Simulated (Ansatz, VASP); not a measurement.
**Two plane-wave programs on Zn3B**

```
CELL_PARAMETERS angstrom
3.70322 0.00000 0.00000
0.00000 3.70322 0.00000
0.00000 0.00000 3.70322
ATOMIC_POSITIONS crystal
Zn 0.00000 0.50000 0.50000
Zn 0.50000 0.00000 0.50000
Zn 0.50000 0.50000 0.00000
B 0.00000 0.00000 0.00000
```

Change from the starting cell: species swapped into the V3Au type (Pm-3m, No. 221).

Alike in both runs: functional PBE; k mesh 12 × 12 × 12; occupations gaussian, width 0.1 eV; no spin polarisation.

Ansatz relaxed the structure, and its values are those at the end. VASP's run is a single point on that final structure, the one shown.

```csv
,VASP,Ansatz
version,VASP 6.6.1,Ansatz 0.2.0
potentials or method,"VASP PAW PBE potentials, release 64 (Zn, B)","scalar-relativistic, plane waves, PAW"
plane-wave cutoff (eV),520,420
valence electrons in the cell,39,39
```

Ansatz gave:

* gap on the k mesh at the Fermi level (eV): none
* pressure (GPa): 0.0

Problem. Estimate VASP's values.

Solution. gap on the k mesh at the Fermi level (eV): none; pressure (GPa): 0.5.

A gap of «none» marks a metal or a gap that the smearing closes.
